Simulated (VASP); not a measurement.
VASP runs on CsBr (space group Pm-3m) share one base input (PBE GGA, plane waves, VASP's PBE PAW potentials (set 64)) and change the settings named in each case.

POSCAR:
```
CsBr
1.0
  4.2900000000   0.0000000000   0.0000000000
  0.0000000000   4.2900000000   0.0000000000
  0.0000000000   0.0000000000   4.2900000000
Cs Br
1 1
Cartesian
  0.0000000000   0.0000000000   0.0000000000
  2.1450000000   2.1450000000   2.1450000000
```

### INCAR
```
SYSTEM = CsBr
PREC = Accurate; ENCUT = 300; LREAL = F
LASPH = T
EDIFF = 1E-6; NELM = 100; ALGO = Normal
LMAXMIX = 4
ISMEAR = -1; SIGMA = 0.01
GGA = PE
ISIF = 2
LWAVE = F; LCHARG = F
```

### KPOINTS
```
Automatic mesh
0
Gamma
8 8 8
0 0 0
```

POTCAR, in this order: Cs_sv Br (PBE.64 set). Program: vasp_std.

| change | E(σ→0) (eV/atom) | pressure (GPa) | gap on the mesh (eV) |
|---|---|---|---|
| base run | -3.0032 | 1.02 | 4.51 |
| GGA removed, POTCAR Cs_sv Br (LDA.64 set) | -3.3752 | -1.69 | 4.13 |
| GGA_COMPAT = .FALSE., LNONCOLLINEAR = .TRUE., LSORBIT = .TRUE., MAGMOM = 0.0 0.0 0.0 0.0 0.0 0.0, program vasp_ncl | -3.0972 | 1.02 | 4.32 |
| KPOINTS 6×6×6 Γ-centred mesh | -3.0031 | 1.02 | 4.51 |
 Energies of different potentials or functionals have different zeros.  Unless said otherwise, spin-orbit coupling is left out, though it shifts the bands of the heavy elements here. At 300 eV the pressure can carry a Pulay error.

Left out are runs that ran out of time, are held back, or changed the cell or the kind of run, fixed moments of cells without a moment, rows past the twelfth, gaps on odd meshes, pressures of charged cells and columns that move by less than the noise.

The structure is a typed CsBr crystal (Pm-3m). The cell was not relaxed at this level.
